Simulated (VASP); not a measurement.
The system is Al.

```
Al
1.0
     0.00000    2.02481    2.02481
     2.02481    0.00000    2.02481
     2.02481    2.02481    0.00000
Al
1
Direct
  0.00000 0.00000 0.00000
```

* Program: VASP 6.6.1
* Task: relaxation of cell and atoms
* Functional: r2SCAN
* Dispersion: rVV10
* Potentials or basis: VASP PAW PBE potentials, release 64 (Al)
* Cutoff: 600 eV
* k mesh: 18 × 18 × 18
* Occupations: gaussian, width 0.1 eV
* Spin: no spin polarisation

At the start: pressure -4.1 GPa; volume 16.60 Å³/atom.

How do energy, volume and symmetry change on relaxing?

Over 3 steps the energy falls by 11.0 meV/atom and the volume is 15.79 Å³/atom (-4.9 %); space group Fm-3m (No. 225, to 0.05 Å).

Step by step:
```csv
step,energy change (eV),largest force (eV/Å),pressure (GPa),volume (Å³)
1,0.0000,0.0000,-4.13,16.60
2,-0.0103,0.0000,1.25,15.60
3,-0.0110,0.0000,0.04,15.79
```

Final structure:
```
CELL_PARAMETERS angstrom
0.00000 1.99136 1.99136
1.99136 0.00000 1.99136
1.99136 1.99136 0.00000
ATOMIC_POSITIONS crystal
Al 0.00000 0.00000 0.00000
```

Caveat: the PAW data sets were made with another functional, which shifts forces and pressure a little.
